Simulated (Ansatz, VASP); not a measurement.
**One calculation of Al6W, two programs**

The input INCAR:

```
SYSTEM = Al6W
  PREC = Accurate
  ENCUT = 600
  EDIFF = 1E-7
  ISMEAR = 0
  SIGMA = 0.2
  LREAL = .FALSE.
  LASPH = .TRUE.
  NELM = 60
  ALGO = Normal
  ISIF = 3
  LWAVE = .FALSE.
  LCHARG = .FALSE.
  GGA = PE
  IBRION = 2
  NSW = 36
  EDIFFG = -0.08
```

Contents of KPOINTS:

```
Automatic mesh
0
G
  4 4 4
  0 0 0
```

Contents of POSCAR:

```
Al6W
1.0
    0.0000000000      3.8740653400      3.8740653400
    3.8740653400      0.0000000000      3.8740653400
    3.8740653400      3.8740653400      0.0000000000
Al W
6 1
Direct
    0.5000000000      0.5000000000      0.0000000000
    0.5000000000      0.0000000000      0.5000000000
    0.0000000000      0.0000000000      0.5000000000
    0.0000000000      0.5000000000      0.0000000000
    0.0000000000      0.5000000000      0.5000000000
    0.5000000000      0.0000000000      0.0000000000
    0.0000000000      0.0000000000      0.0000000000
```

Input for Ansatz:

```yaml
crystal:
  lattice:
    - [0.0, 3.87406534, 3.87406534]
    - [3.87406534, 0.0, 3.87406534]
    - [3.87406534, 3.87406534, 0.0]
  atoms:
    - { symbol: Al, position: [0.5, 0.5, 0.0] }
    - { symbol: Al, position: [0.5, 0.0, 0.5] }
    - { symbol: Al, position: [0.0, 0.0, 0.5] }
    - { symbol: Al, position: [0.0, 0.5, 0.0] }
    - { symbol: Al, position: [0.0, 0.5, 0.5] }
    - { symbol: Al, position: [0.5, 0.0, 0.0] }
    - { symbol: W, position: [0.0, 0.0, 0.0] }
basis:
  ecutwfc: 420
kpoints:
  mp_grid: { grid: [4, 4, 4] }
hamiltonian:
  xc: pbe
scf:
  occupations: { method: gaussian, width: 0.2 }
  lower_state_search: "off"
output:
  forces: true
  stress: true
  eigenvalues: true
relax:
  adjacent_minimum: "off"
  f_tol: 0.08
  max_steps: 16
  cell: { stress_tol: 0.8 }
```

Change from the starting cell: species swapped into the Zn6Mo type (Fm-3m, No. 225).

Alike in both runs: task relaxation of cell and atoms; functional PBE; k mesh 4 × 4 × 4; occupations gaussian, width 0.2 eV; no spin polarisation.

|  | VASP | Ansatz |
| --- | --- | --- |
| version | VASP 6.6.1 | Ansatz 0.2.0 |
| potentials or method | VASP PAW PBE potentials, release 64 (Al, W_sv) | scalar-relativistic, plane waves, PAW |
| plane-wave cutoff (eV) | 600 | 420 |
| valence electrons in the cell | 32 | 32 |

|  | VASP | Ansatz | Ansatz less VASP |
| --- | --- | --- | --- |
| gap on the k mesh at the Fermi level, each at its own relaxed structure (eV) | none | none | - |
| relaxed volume (Å³/atom) | 17.22 | 17.22 | +0.008 |
| relaxed cell length with the largest relative difference (Å) | 5.544 | 5.545 | +0.0009 |
| energy change over the relaxation (meV/atom) | -7 | -7 | 0.0 |

A gap of «none» marks a metal or a gap that the smearing closes.

 Spin-orbit coupling is left out, which matters for the levels of W.
